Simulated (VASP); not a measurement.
Data:

```xyz
5
Lattice="4.0216 0.0000 0.0000 0.0000 4.0216 0.0000 0.0000 0.0000 4.0216" Properties=species:S:1:pos:R:3 pbc="T T T"
Sr     0.0000     0.0000     0.0000
Ta     2.0108     2.0108     2.0108
O      2.0108     2.0108     0.0000
O      0.0000     2.0108     2.0108
O      2.0108     0.0000     2.0108
```

Calculation: PBEsol GGA, VASP's PBE PAW potentials (set 64) (plane waves; VASP 6.6.1). Run with 520 eV cut-off, Gaussian smearing of 0.050 eV, potentials Sr_sv Ta_pv O.

Problem. Give the energies of bands 11 to 22 at the high-symmetry points, in eV from the Fermi level.

Solution. 
```
band      Γ      X      M      R
----  -----  -----  -----  -----
11    -6.58  -9.05  -9.26  -9.38
12    -6.58  -6.66  -8.89  -8.87
13    -6.58  -6.66  -8.88  -8.87
14    -5.38  -6.64  -7.10  -8.10
15    -5.38  -6.61  -7.10  -8.10
16    -5.38  -6.61  -5.79  -8.10
17    -4.68  -6.09  -5.79  -4.28
18    -4.68  -4.94  -5.55  -4.28
19    -4.68  -4.94  -4.36  -4.28
20    -1.41  -1.01   1.57   2.32
21    -1.41   1.54   1.57   2.32
22    -1.41   1.54   2.50   2.32
```

It has no gap at this level: it comes out as a metal or semimetal.

The structure comes from a computed database's SrTaO3 entry (Pm-3m); how it stands against other phases isn't given here. It was relaxed first. The electron count is odd and the run is not spin-polarised, which forces a metal.
